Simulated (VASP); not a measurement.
Consider the following.

```
CELL_PARAMETERS angstrom
     -2.14464     3.75470     3.84345
      2.14464    -3.75470     3.84345
      2.14464     3.75470    -3.84345
ATOMIC_POSITIONS crystal
  Eu 0.74566 0.74566 0.00000
  Eu 0.25434 0.25434 0.00000
  Zn 0.33139 0.00000 0.33139
  Zn 0.66861 0.00000 0.66861
  Ge 0.83390 0.50000 0.33390
  Ge 0.16610 0.50000 0.66610
```

The numbers are results of PBEsol GGA, VASP's PBE PAW potentials (set 64) (plane waves; VASP), not measurements. Numerical set-up: 400 eV cut-off, Gaussian smearing of 0.050 eV, potentials Eu_2 Zn Ge_d.

The 4f electrons are frozen in the core of the lanthanide potential, so 4f levels, which can set the real gap, and their magnetism are missing.

Task: Predict the band gap (along the path) with the smallest direct gap where there is one.

Result: 
```yaml
band gap (along the path): none (metal, semimetal or under 0.01 eV)
```

Only differences to runs with the same potentials and settings are physical.

The structure comes from a computed database's EuZnGe entry (Immm); how it stands against other phases isn't given here. It was relaxed first, which changed the volume by -13 %.
